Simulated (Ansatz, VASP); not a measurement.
# Te2As in two plane-wave programs, part 2 of 2

One calculation is typed for both programs; each brings its own data sets. How far apart do they land? The cell is generated by rule, not measured, and may not be a known phase. The cell is taken from a series of runs on this material, whose earlier steps may have relaxed, scaled, displaced or heated it; both programs get it as it stands.

VASP 6.6.1 and Ansatz 0.2.0.

So far. Step 3 (Ansatz: single point, LDA, pair 1): The run ends at a pressure of 0.25 GPa, with forces up to 0.16 eV/Å. Step 5 (VASP: single point, LDA, pair 2): The run ends at a pressure of 0.65 GPa, with forces up to 0.19 eV/Å.

The structure was built from a prototype and need not be the compound's stable phase.

## 6. Ansatz: single point, LDA, pair 2

Level of this step: Ansatz beside VASP: Kohn-Sham DFT, plane waves, LDA (Ansatz).

The same cell, functional (in two slightly different forms), mesh and smearing now go to Ansatz, which takes its cutoff from its data sets.

The cell is taken from a series of runs on this material, whose earlier steps may have relaxed, scaled, displaced or heated it; both programs get it as it stands.

Input file input.yaml:

```yaml
crystal:
  lattice:
    - [0.0, -3.4682328996, -3.4682328996]
    - [0.0, 3.4682328996, -3.4682328996]
    - [6.9364657992, 0.0, 0.0]
  atoms:
    - { symbol: As, position: [0.5532048438, 0.5377591393, 0.5] }
    - { symbol: As, position: [-0.0532048438, -0.0377591393, 0.0] }
    - { symbol: Te, position: [0.0090633284, 0.4935678135, 0.25] }
    - { symbol: Te, position: [0.4909366716, 0.0064321865, 0.75] }
    - { symbol: Te, position: [0.0090633284, 0.4935678135, 0.75] }
    - { symbol: Te, position: [0.4909366716, 0.0064321865, 0.25] }
kpoints:
  mp_grid: { grid: [6, 6, 4] }
hamiltonian:
  xc: lda
scf:
  occupations: { method: methfessel_paxton, width: 0.15 }
output:
  forces: true
  stress: true
  eigenvalues: true
```

Started as:

```console
> ansatz run input.yaml --threads 8 --pin off --max-ram 14336MiB --backend cpu --events-out ev --progress --plain --runs-dir out
```

Numbers of over 12 decimals in the logs are rounded to 6 here.

The program printed:

```text
[...]
Crystal: 6 atoms, lattice volume = 166.872 Å³
Basis set: ecut = 420 eV, 3299 PW (Γ)
Bands: 57, of which v1, the nominal top of the filled ones, is band 47 counted from 1 (46 counted from 0)
Symmetry: 4 space group operations
[...]
k-points: 60 of 144
[...]
k-point 0: bands = [... 43 lower, 7.0383, 7.1618, 10.5599, 10.5868, 10.6229, 10.8028, 11.0764, 11.1157, ... 6 higher]
  k-point 1: bands = [... 43 lower, 7.8758, 7.9450, 9.9865, 10.0758, 10.2056, 10.2092, 10.4805, 11.0997, ... 6 higher]
  k-point 2: bands = [... 43 lower, 8.4160, 9.0010, 9.0010, 9.1250, 9.1250, 9.7737, 9.7737, 11.7513, ... 6 higher]
  k-point 59: bands = [... 43 lower, 7.5442, 10.5113, 10.5113, 10.6645, 10.6645, 11.1986, 11.1986, 12.1454, ... 6 higher]
[key lines of the parts left out:]
SCF converged after 7 iterations
Free energy (F): -36854.229314 eV
Fermi energy:    10.036384 eV
P = ⅓ Tr σ = 0.5510 GPa (5.510 kbar)
```

The run ends at a pressure of 0.55 GPa, with forces up to 0.20 eV/Å.

## 7. Comparison

What differs besides the data sets and the points named for the pairs above, as far as they apply: the data sets hold 94 valence electrons in Ansatz (on its default PAW (the set named soft_2) files) and 34 in VASP. Total energies have different zeros and are not compared.

The two programs side by side:

| quantity | Ansatz | VASP | difference |
| --- | --- | --- | --- |
| pressure (GPa) | 0.55 | 0.65 | -0.10 |

Forces (eV/Å; atoms numbered as in POSCAR):

| atom | Ansatz x, y, z | VASP x, y, z |
| --- | --- | --- |
| As1 | 0.000, -0.012, -0.200 | 0.000, -0.010, -0.189 |
| As2 | 0.000, 0.012, 0.200 | 0.000, 0.010, 0.189 |
| Te3 | -0.012, -0.061, -0.020 | -0.012, -0.072, -0.021 |
| Te4 | -0.012, 0.061, 0.020 | -0.012, 0.072, 0.021 |
| Te5 | 0.012, -0.061, -0.020 | 0.012, -0.072, -0.021 |
| Te6 | 0.012, 0.061, 0.020 | 0.012, 0.072, 0.021 |

The forces differ by 6.3 meV/Å r.m.s., which is 8.6 % of the r.m.s. force of 0.072 eV/Å (both taken over all components).

## 8. VASP: single point, LDA, pair 3

A single point gives forces, pressure and levels at one fixed geometry, so differences don't come from the geometry; what else differs is listed under the comparison.

Input file INCAR:

```
SYSTEM = Te2As
PREC = Accurate
ENCUT = 500
EDIFF = 1E-06
NELM = 120
ISMEAR = 1
SIGMA = 0.15
LREAL = .FALSE.
ALGO = Normal
GGA = PW92
NBANDS = 23
LORBIT = 11
LWAVE = .FALSE.
LCHARG = .FALSE.
ISIF = 2
LASPH = .TRUE.
GGA_COMPAT = .FALSE.
KPAR = 2
```

Input file POSCAR:

```
Te2As
1.0
    0.0000000000     -3.4682328996     -3.4682328996
    0.0000000000      3.4682328996     -3.4682328996
    6.9364657992      0.0000000000      0.0000000000
As Te
2 4
Direct
    0.5997590820      0.5707983861      0.5000000000
    0.9002409180      0.9292016139      0.0000000000
    0.0169937408      0.4879396502      0.2500000000
    0.4830062592      0.0120603498      0.7500000000
    0.0169937408      0.4879396502      0.7500000000
    0.4830062592      0.0120603498      0.2500000000
```

Input file KPOINTS:

```
Automatic mesh
0
Gamma
6 6 4
0 0 0
```

PAW data sets: As and Te (LDA family, release 64).

Started as:

```console
> mpirun -np 2 vasp_std
```

The program printed:

```text
[... set-up lines as in an earlier step ...]
 entering main loop
       N       E                     dE             d eps       ncg     rms          rms(c)
DAV:   1     0.152096743939E+03    0.15210E+03   -0.12389E+04  2760   0.117E+03
DAV:   2    -0.112165880883E+02   -0.16331E+03   -0.15696E+03  3632   0.178E+02
DAV:   3    -0.239131664918E+02   -0.12697E+02   -0.12421E+02  3503   0.526E+01
DAV:   4    -0.242111052882E+02   -0.29794E+00   -0.29655E+00  3365   0.919E+00
[...]
DAV:   9    -0.241498729114E+02    0.45158E-04   -0.55818E-04  3239   0.109E-01    0.738E-02
DAV:  10    -0.241498686551E+02    0.42563E-05   -0.71210E-05  3288   0.448E-02    0.181E-02
DAV:  11    -0.241498692399E+02   -0.58477E-06   -0.48815E-06  3215   0.123E-02
   1 F= -.24149869E+02 E0= -.24151018E+02  d E =0.344707E-02
```

From OUTCAR (step 8):

```text
  Total        1.2485197      4.1528133      0.9057255      0.0000000      0.6440017      0.0000000
  in kB       11.9872964     39.8720198      8.6960579      0.0000000      6.1831940      0.0000000
  external PRESSURE =      20.1851247 kB  Pullay stress =       0.0000000 kB

 POSITION                                       TOTAL-FORCE (eV/Angst)
 -----------------------------------------------------------------------------------
      3.46823     -0.10044     -4.05977        -0.000000      0.174929      0.107041
      0.00000      0.10044     -6.34493        -0.000000     -0.174929     -0.107041
      1.73412      1.63335     -1.75123        -0.112914     -0.174260     -0.082374
      5.20235     -1.63335     -1.71701        -0.112914      0.174260      0.082374
      5.20235      1.63335     -1.75123         0.112914     -0.174260     -0.082374
      1.73412     -1.63335     -1.71701         0.112914      0.174260      0.082374
 -----------------------------------------------------------------------------------
    total drift:                               -0.000000      0.000000     -0.000000

  FREE ENERGIE OF THE ION-ELECTRON SYSTEM (eV)
  ---------------------------------------------------
  free  energy   TOTEN  =       -24.1498692399 eV

  energy  without entropy=      -24.1533163083  energy(sigma->0) =      -24.15101826

[... 2 parts as in an earlier step ...]

[... 1 further part left out ...]
[key lines of the parts left out:]
E-fermi :   6.4599
```

The run ends at a pressure of 2.02 GPa, with forces up to 0.22 eV/Å.

## 9. Ansatz: single point, LDA, pair 3

The same cell, functional (in two slightly different forms), mesh and smearing now go to Ansatz, which takes its cutoff from its data sets.

The cell is taken from a series of runs on this material, whose earlier steps may have relaxed, scaled, displaced or heated it; both programs get it as it stands.

input.yaml, the sections that differ from step 6:

```yaml
crystal:
  lattice:
    - [0.0, -3.4682328996, -3.4682328996]
    - [0.0, 3.4682328996, -3.4682328996]
    - [6.9364657992, 0.0, 0.0]
  atoms:
    - { symbol: As, position: [0.599759082, 0.5707983861, 0.5] }
    - { symbol: As, position: [-0.099759082, -0.0707983861, 0.0] }
    - { symbol: Te, position: [0.0169937408, 0.4879396502, 0.25] }
    - { symbol: Te, position: [0.4830062592, 0.0120603498, 0.75] }
    - { symbol: Te, position: [0.0169937408, 0.4879396502, 0.75] }
    - { symbol: Te, position: [0.4830062592, 0.0120603498, 0.25] }
# kpoints, hamiltonian, scf, output: as in step 6
```

Started as:

```console
> ansatz run input.yaml --threads 8 --pin off --max-ram 14336MiB --backend cpu --events-out ev --progress --plain --runs-dir out
```

The program printed:

```text
[...]
Crystal: 6 atoms, lattice volume = 166.872 Å³
Basis set: ecut = 420 eV, 3299 PW (Γ)
Bands: 57, of which v1, the nominal top of the filled ones, is band 47 counted from 1 (46 counted from 0)
Symmetry: 4 space group operations
[...]
k-points: 60 of 144
[...]
k-point 0: bands = [... 43 lower, 7.2185, 7.5673, 10.2970, 10.4980, 10.6629, 11.1700, 11.2558, 11.2986, ... 6 higher]
  k-point 1: bands = [... 43 lower, 7.8834, 8.1524, 9.9723, 10.1836, 10.3110, 10.3822, 10.5104, 10.9738, ... 6 higher]
  k-point 2: bands = [... 43 lower, 8.0709, 9.1237, 9.1237, 9.2768, 9.2768, 10.2861, 10.2861, 11.1357, ... 6 higher]
  k-point 59: bands = [... 43 lower, 7.7128, 10.3736, 10.3736, 10.4486, 10.4486, 11.1706, 11.1706, 12.3663, ... 6 higher]
[key lines of the parts left out:]
SCF converged after 7 iterations
Free energy (F): -36854.303392 eV
Fermi energy:    9.907428 eV
P = ⅓ Tr σ = 1.8803 GPa (18.803 kbar)
```

The run ends at a pressure of 1.88 GPa, with forces up to 0.20 eV/Å.

## 10. Side by side

What differs besides the data sets and the points named for the pairs above, as far as they apply: the data sets hold 94 valence electrons in Ansatz (on its default PAW (the set named soft_2) files) and 34 in VASP. Total energies have different zeros and are not compared.

Both answers:

| quantity | Ansatz | VASP | difference |
| --- | --- | --- | --- |
| pressure (GPa) | 1.88 | 2.02 | -0.14 |

Forces (eV/Å; atoms numbered as in POSCAR):

| atom | Ansatz x, y, z | VASP x, y, z |
| --- | --- | --- |
| As1 | 0.000, 0.163, 0.083 | 0.000, 0.175, 0.107 |
| As2 | 0.000, -0.163, -0.083 | 0.000, -0.175, -0.107 |
| Te3 | -0.107, -0.151, -0.077 | -0.113, -0.174, -0.082 |
| Te4 | -0.107, 0.151, 0.077 | -0.113, 0.174, 0.082 |
| Te5 | 0.107, -0.151, -0.077 | 0.113, -0.174, -0.082 |
| Te6 | 0.107, 0.151, 0.077 | 0.113, 0.174, 0.082 |

The forces differ by 15 meV/Å r.m.s., which is 11.6 % of the r.m.s. force of 0.126 eV/Å (both taken over all components).

## 11. Other set-ups

Further runs change the set-up of one program: Ansatz's method, potentials or start, or VASP's data sets, cutoff or form of LDA. The table gives Ansatz less VASP for each quantity, since a change that brings one quantity closer may part another.

| run | r.m.s. force difference (meV/Å) | pressure (GPa) |
| --- | --- | --- |
| as above | 15 | -0.14 |
| VASP with the data sets As and Te_sv_GW and a cutoff of 600 eV | 7.8 | 0.54 |

## 12. Outcome

```
r.m.s. force difference (single point, LDA, pair 1) : 4.2 meV/Å
r.m.s. force difference (single point, LDA, pair 2) : 6.3 meV/Å
r.m.s. force difference (single point, LDA, pair 3) : 15 meV/Å
```

What this shows: The r.m.s. force difference is 15 meV/Å (single point, LDA, pair 3), beyond the 12 meV/Å picked in this series as the mark of a large difference. The data sets hold unlike numbers of valence electrons (94 in Ansatz and 34 in VASP), so part of the differences comes from the potentials. Single point, LDA, pair 3, VASP with the data sets As and Te_sv_GW and a cutoff of 600 eV: r.m.s. force difference goes from 15 to 7.8 meV/Å; the difference in pressure goes from -0.14 to 0.54 GPa. 3 further runs of this series are not shown here. How closely two codes agree says nothing of how well the functional describes the real material.

[Lines on the potential files, build, host, timing and source positions are cut from VASP's logs without a mark.]

[Logs are printed without paths, hosts, clocks, repeated set-up lines and the standing remarks that a program may print on its own settings, such as how far it seeks lower states.]

[Hosts, paths, dates, database ids (printed as entryN), source tags and the programs' standing remarks are cut or masked in the printed files.]
